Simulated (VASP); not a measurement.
These are PBEsol GGA, VASP's PBE PAW potentials (set 64) (plane waves; VASP) values and carry that method's errors.

Input for VASP

INCAR:
```
# general
SYSTEM=C
PREC  =Accurate
ENCUT =650
LREAL =.FALSE.
LASPH =.TRUE.

# electronic loop
EDIFF =1E-7
NELM  =100
ALGO  =Normal

# smearing
ISMEAR=0
SIGMA =0.05

# functional
GGA   =PS

# ions
IBRION=6
NSW   =1
ISIF  =3
POTIM =0.015
NFREE =2

# output
LWAVE =.FALSE.
LCHARG=.FALSE.
```

File KPOINTS:
```
Automatic mesh
0
Gamma
11 11 11
0 0 0
```

**POSCAR**
```
C
1
    0.0000000000     1.7783314536     1.7783314536
    1.7783314536     0.0000000000     1.7783314536
    1.7783314536     1.7783314536    -0.0000000000
C
2
Direct
  0.5000000000   0.5000000000   0.5000000000
  0.7500000000   0.7500000000   0.7500000000
```

POTCAR, in this order: C (PBE.64 set). Program: vasp_std.

Output of the run:

**OUTCAR**
```


 TOTAL ELASTIC MODULI (kBar)
 Direction    XX          YY          ZZ          XY          YZ          ZX
 --------------------------------------------------------------------------------
 XX       10679.9171   1391.2942   1391.2942      0.0000      0.0000     -0.0000
 YY        1391.2942  10679.9171   1391.2942      0.0000     -0.0000     -0.0000
 ZZ        1391.2942   1391.2942  10679.9171     -0.0000     -0.0000     -0.0000
 XY           0.0000      0.0000     -0.0000   5734.5696      0.0000      0.0000
 YZ           0.0000     -0.0000     -0.0000      0.0000   5734.5696      0.0000
 ZX          -0.0000     -0.0000     -0.0000      0.0000      0.0000   5734.5696
 --------------------------------------------------------------------------------
```
(Selected blocks of OUTCAR.)

The structure comes from a computed database's C entry (Fd-3m); how it stands against other phases isn't given here. It was relaxed first.
